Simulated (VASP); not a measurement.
Output of a VASP run:

File OSZICAR:
```
       N       E                     dE             d eps       ncg     rms          rms(c)
DAV:   1     0.179072201721E+02    0.17907E+02   -0.30152E+03   328   0.622E+02
DAV:   2    -0.893733436727E+01   -0.26845E+02   -0.26278E+02   416   0.978E+01
DAV:   3    -0.993363091487E+01   -0.99630E+00   -0.99630E+00   384   0.254E+01
DAV:   4    -0.993893425297E+01   -0.53033E-02   -0.53033E-02   544   0.214E+00
DAV:   5    -0.993893664939E+01   -0.23964E-05   -0.23964E-05   384   0.450E-02    0.401E+00
DAV:   6    -0.943433823051E+01    0.50460E+00   -0.14917E+00   320   0.563E+00    0.307E+00
DAV:   7    -0.938269764219E+01    0.51641E-01   -0.23225E-01   384   0.233E+00    0.220E+00
DAV:   8    -0.937822636736E+01    0.44713E-02   -0.10890E-02   400   0.872E-01    0.955E-01
DAV:   9    -0.937775390394E+01    0.47246E-03   -0.11294E-03   368   0.222E-01    0.344E-01
DAV:  10    -0.937778682485E+01   -0.32921E-04   -0.50275E-05   416   0.450E-02    0.893E-02
DAV:  11    -0.937778939560E+01   -0.25707E-05   -0.17996E-05   328   0.240E-02    0.405E-02
DAV:  12    -0.937778933398E+01    0.61617E-07   -0.75965E-07   216   0.520E-03
   1 F= -.93777893E+01 E0= -.93777893E+01  d E =-.937779E+01
       N       E                     dE             d eps       ncg     rms          rms(c)
DAV:   1    -0.947876433366E+01   -0.10097E+00   -0.17099E+00   320   0.849E+00    0.222E+00
DAV:   2    -0.940033751502E+01    0.78427E-01   -0.25971E-01   336   0.259E+00    0.698E-01
DAV:   3    -0.939363850997E+01    0.66990E-02   -0.37412E-02   376   0.108E+00    0.538E-01
DAV:   4    -0.939344281179E+01    0.19570E-03   -0.26650E-04   432   0.143E-01    0.459E-01
DAV:   5    -0.939308108738E+01    0.36172E-03   -0.29832E-04   328   0.114E-01    0.483E-02
DAV:   6    -0.939307707689E+01    0.40105E-05   -0.68643E-06   392   0.217E-02    0.257E-02
DAV:   7    -0.939307685700E+01    0.21989E-06   -0.24408E-07   168   0.414E-03
   2 F= -.93930769E+01 E0= -.93930769E+01  d E =-.152875E-01
       N       E                     dE             d eps       ncg     rms          rms(c)
DAV:   1    -0.939575495451E+01   -0.26779E-02   -0.41520E-02   320   0.130E+00    0.324E-01
DAV:   2    -0.939382967304E+01    0.19253E-02   -0.64623E-03   336   0.410E-01    0.106E-01
DAV:   3    -0.939366537671E+01    0.16430E-03   -0.90863E-04   368   0.167E-01    0.715E-02
DAV:   4    -0.939365993598E+01    0.54407E-05   -0.68088E-06   424   0.227E-02    0.609E-02
DAV:   5    -0.939365175020E+01    0.81858E-05   -0.65982E-06   328   0.169E-02    0.603E-03
DAV:   6    -0.939365166053E+01    0.89665E-07   -0.13199E-07   160   0.323E-03
   3 F= -.93936517E+01 E0= -.93936517E+01  d E =-.158623E-01
```

OUTCAR:
```
------------------------ aborting loop because EDIFF is reached ----------------------------------------
  FORCE on cell =-STRESS in cart. coord.  units (eV):
  Direction    XX          YY          ZZ          XY          YZ          ZX
  --------------------------------------------------------------------------------------
  Total       -0.0004664     -0.0004664     -0.0004664      0.0000000      0.0000000      0.0000000
  in kB       -0.0171674     -0.0171674     -0.0171674      0.0000000      0.0000000      0.0000000
  external PRESSURE =      -0.0171674 kB  Pullay stress =       0.0000000 kB
  volume of cell :       43.53
      direct lattice vectors                 reciprocal lattice vectors
     0.000000000  2.792008282  2.792008282    -0.179082563  0.179082563  0.179082563
     2.792008282  0.000000000  2.792008282     0.179082563 -0.179082563  0.179082563
     2.792008282  2.792008282 -0.000000000     0.179082563  0.179082563 -0.179082563
 POSITION                                       TOTAL-FORCE (eV/Angst)
 -----------------------------------------------------------------------------------
      0.00000      0.00000      0.00000         0.000000      0.000000      0.000000
      4.18801      4.18801      4.18801        -0.000000     -0.000000     -0.000000
 -----------------------------------------------------------------------------------
    total drift:                                0.000000      0.000000      0.000000
  FREE ENERGIE OF THE ION-ELECTRON SYSTEM (eV)
  ---------------------------------------------------
  free  energy   TOTEN  =        -9.3936516605 eV

  energy  without entropy=       -9.3936516605  energy(sigma->0) =       -9.39365166

 reached required accuracy - stopping structural energy minimisation
```
(Selected blocks of OUTCAR.)

POSCAR:
```
MgS
1
    0.0000000000     2.8331200000     2.8331200000
    2.8331200000     0.0000000000     2.8331200000
    2.8331200000     2.8331200000     0.0000000000
Mg S
1 1
Direct
  0.0000000000   0.0000000000   0.0000000000
  0.7500000000   0.7500000000   0.7500000000
```

Problem. Reconstruct the remaining input files.

Solution. Several could match; the one computed here: the input of the run itself, LDA (Ceperley-Alder, Perdew-Zunger), plane waves, VASP's LDA PAW potentials (set 64).

INCAR:
```
SYSTEM = MgS
PREC = Accurate
ENCUT = 400
EDIFF = 1E-6
NELM = 100
ALGO = Normal
LREAL = .FALSE.
LASPH = .TRUE.
ISMEAR = 0
SIGMA = 0.05
LWAVE = .FALSE.
LCHARG = .FALSE.
IBRION = 2
ISIF = 3
NSW = 60
EDIFFG = -0.01
```

**KPOINTS**
```
Automatic
0
gamma
  7 7 7
0 0 0
```

POTCAR, in this order: Mg S (LDA.64 set). Program: vasp_std.

Energy and stress use the plane-wave basis of the starting cell.

The structure comes from a computed database's MgS entry (F-43m); how it stands against other phases isn't given here. This run relaxes it. Symmetry was kept, so distortions that lower it aren't found.
